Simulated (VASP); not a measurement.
Here is the system:

```
CELL_PARAMETERS angstrom
      0.00000     2.47786     2.47786
      2.47786     0.00000     2.47786
      2.47786     2.47786     0.00000
ATOMIC_POSITIONS crystal
  Mg 0.00000 0.00000 0.00000
  S  0.50000 0.50000 0.50000
```

These are LDA (Ceperley-Alder, Perdew-Zunger), VASP's LDA PAW potentials (set 64) (plane waves; VASP) values and carry that method's errors. Settings: 500 eV cut-off, 9×9×9 Γ-centred mesh, Gaussian smearing of 0.050 eV, potentials Mg S.

Energy and stress use the plane-wave basis of the starting cell.

**Question.** The ions, cell shape and volume at an external pressure of 20.0 GPa are relaxed. Which structure does the run end with?

**Answer.** 
```
CELL_PARAMETERS angstrom
      0.00000     2.42111     2.42111
      2.42111     0.00000     2.42111
      2.42111     2.42111     0.00000
ATOMIC_POSITIONS crystal
  Mg 0.00000 0.00000 0.00000
  S  0.50000 0.50000 0.50000
```
Space group Fm-3m (225), at a tolerance of 0.03 Å.

**Question.** How do energy and volume change from the first to the last step?

**Answer.** The energy (σ→0) changes by +93.4 meV/atom and the volume by -6.7 %, in 3 ionic steps.

The compound is MgS in the rock salt structure. This run relaxes it under an external pressure of 20 GPa. Symmetry was kept, so distortions that lower it aren't found.
